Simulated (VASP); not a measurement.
A run of VASP 6.6.1:

File INCAR:

```
PREC = Accurate ; ENCUT = 520
EDIFF = 1E-7 ; ISMEAR = -1
SIGMA = 0.05 ; LREAL = F
LASPH = T ; NELM = 120
ALGO = Normal ; ISIF = 2
LWAVE = F ; LCHARG = F
ISPIN = 2 ; MAGMOM = 3 0 0 0 0 0 0 0
LORBIT = 11 ; LMAXMIX = 4
GGA = PE ; NBANDS = 31
```

The input KPOINTS:

```
regular mesh
0
Gamma
  5 5 5
```

The input POSCAR:

```
CaMg6Cr
1.0
    5.1723670000      0.0000000000      0.0000000000
    0.0000000000      3.2632100000      5.6438340000
    0.0000000000     -3.2632100000      5.6438340000
Cr Ca Mg
1 1 6
Direct
    0.5000000000      0.6629090000      0.6629090000
    0.0000000000      0.8296510000      0.8296510000
    0.5000000000      0.1663380000      0.1663380000
    0.5000000000      0.6634670000      0.1752350000
    0.5000000000      0.1752350000      0.6634670000
    0.0000000000      0.3355940000      0.3355940000
    0.0000000000      0.8253860000      0.3414200000
    0.0000000000      0.3414200000      0.8253860000
```

Potentials or basis: VASP PAW PBE potentials, release 64 (Cr_pv, Ca_sv, Mg).

Command:

```console
$ cat potpaw_PBE.64/Cr_pv/POTCAR potpaw_PBE.64/Ca_sv/POTCAR potpaw_PBE.64/Mg/POTCAR > POTCAR
$ mpirun -np 1 vasp_std > vasp.out
```

Hardware: 1 thread of Intel(R) Xeon(R) 6975P-C (Granite Rapids), with other jobs on the host.

Task: Estimate the wall time of this run.

Result: It took 4 min on 1 thread of Intel(R) Xeon(R) 6975P-C (Granite Rapids) (shared host), peak memory 0.53 GiB. Counts: scf iterations 20, k points 27.
